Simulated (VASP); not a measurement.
Be3CdSe4, 8 atoms in the cell. The structure is cubic, space group P-43m (No. 215). Conventional cell: a = 5.451 Å, b = 5.451 Å, c = 5.451 Å, α = 90.00°, β = 90.00°, γ = 90.00°. Around Be (site symmetry -42m) lie 4 Se at 2.30 Å. Cd (site symmetry -43m) has 4 Se at 2.58 Å as nearest neighbours. Se (site symmetry 3m) has 3 Be at 2.30 Å and 1 Cd at 2.58 Å as nearest neighbours. The cell was built by a generator and needn't be a form met in nature.

```yaml
Program: VASP 6.6.1
Task: density of states
Functional: PBE
Potentials_or_basis: VASP PAW PBE potentials, release 64 (Be, Cd, Se)
Cutoff: 520 eV
k_mesh: 6 × 6 × 6
Occupations: gaussian, width 0.03 eV
Spin: no spin polarisation
k_mesh_for_the_DOS: 9 × 9 × 9
Occupations_for_the_DOS: tetrahedron
Further_INCAR_settings: ALGO = Fast; EDIFF = 1e-06
```

Potentials or basis: VASP PAW PBE potentials, release 64 (Be, Cd, Se).

The run is started by

```console
$ cat potpaw_PBE.64/Be/POTCAR potpaw_PBE.64/Cd/POTCAR potpaw_PBE.64/Se/POTCAR > POTCAR
$ cp INCAR.step1 INCAR
$ cp KPOINTS.step1 KPOINTS
$ mpirun -np 4 vasp_std > vasp.out
$ cp INCAR.step2 INCAR
$ cp KPOINTS.step2 KPOINTS
$ mpirun -np 4 vasp_std > vasp.out
```

Hardware: 4 MPI ranks on Intel(R) Xeon(R) Platinum 8259CL CPU @ 2.50GHz (Skylake/Cascade Lake), on a shared host.

How long does it take, and how much memory?

Run time: 53 s on 4 MPI ranks on Intel(R) Xeon(R) Platinum 8259CL CPU @ 2.50GHz (Skylake/Cascade Lake) (shared host), peak memory 0.32 GiB a rank. Counts: scf iterations 9, k points 35.
